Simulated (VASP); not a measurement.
OSZICAR of a VASP run on ZrC (rock salt):

**OSZICAR**
```
       N       E                     dE             d eps       ncg     rms          rms(c)
DAV:   1     0.110862200441E+03    0.11086E+03   -0.90648E+03  2016   0.135E+03
DAV:   2    -0.168669640361E+02   -0.12773E+03   -0.12086E+03  2344   0.338E+02
DAV:   3    -0.225851374007E+02   -0.57182E+01   -0.55880E+01  2912   0.643E+01
DAV:   4    -0.228085449935E+02   -0.22341E+00   -0.22327E+00  2628   0.122E+01
DAV:   5    -0.228150390958E+02   -0.64941E-02   -0.64937E-02  2896   0.168E+00    0.232E+01
DAV:   6    -0.195179069799E+02    0.32971E+01   -0.15725E+01  2268   0.285E+01    0.910E+00
DAV:   7    -0.194152634994E+02    0.10264E+00   -0.65480E-01  2384   0.670E+00    0.658E+00
DAV:   8    -0.194117888487E+02    0.34747E-02   -0.12142E-01  2172   0.335E+00    0.155E+00
DAV:   9    -0.194076793039E+02    0.41095E-02   -0.28675E-02  2424   0.114E+00    0.469E-01
DAV:  10    -0.194080398337E+02   -0.36053E-03   -0.19580E-03  2312   0.566E-01    0.370E-01
DAV:  11    -0.194078529721E+02    0.18686E-03   -0.66159E-04  2236   0.203E-01    0.174E-02
DAV:  12    -0.194078511408E+02    0.18312E-05   -0.11692E-05  2832   0.374E-02    0.124E-02
DAV:  13    -0.194078506966E+02    0.44420E-06   -0.44341E-07  2352   0.604E-03    0.132E-03
DAV:  14    -0.194078506966E+02    0.14552E-10   -0.18222E-08  1224   0.121E-03
   1 F= -.20247118E+02 E0= -.20247063E+02  d E =-.164132E-03
```

Problem. Which electronic solver shows in the log?

Solution. It is blocked Davidson (ALGO = Normal, or the opening steps of other solvers). The INCAR had ALGO = Normal.

Problem. Can the final energy be trusted as converged?

Solution. The run converged. It stopped with EDIFF = 1E-7, NELM = 100 (PBE GGA with D3 dispersion (Becke-Johnson damping), plane waves, VASP's PBE PAW potentials (set 64)).

The compound is ZrC in the rock salt structure. This cell is one point of a volume scan, at 0.97 of the reference volume.
